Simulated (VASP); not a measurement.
Input:

Space group P6₃/mmc (No. 194); a = b = 3.971 Å, c = 5.161 Å, α = β = 90.00°, γ = 120.00°

| atom | site | symmetry | x | y | z |
|---|---|---|---|---|---|
| Ni | 2a | -3m. | 0.0000 | 0.0000 | 0.0000 |
| Sb | 2c | -6m2 | 0.3333 | 0.6667 | 0.2500 |

Level of theory: PBE GGA, VASP's PBE PAW potentials (set 64) (plane waves; VASP). Settings: 480 eV cut-off, 8×8×6 Γ-centred mesh, first-order Methfessel-Paxton smearing of 0.10 eV, potentials Ni Sb.

Each relaxation starts from this cell; other phases were not tried.

Task: The cell is relaxed at 2 GPa. What happens?

Result: The volume per atom goes from 17.62 to 17.34 Å³ (-1.6 %), and the cell becomes a = 3.950 Å, b = 3.950 Å, c = 5.135 Å, α = 90.00°, β = 90.00°, γ = 120.00°, space group P6_3/mmc.

Task: The cell is relaxed at 5 GPa. What happens?

Result: The volume per atom goes from 17.62 to 16.94 Å³ (-3.9 %), and the cell becomes a = b = 3.919 Å, c = 5.092 Å, α = β = 90.00°, γ = 120.00°, space group P6_3/mmc.

Failed runs are left out, and for metals the shear rows, which the mesh's noise covers.

The compound is NiSb in the NiAs type structure. The run is not spin-polarised, so no magnetic state was tried.
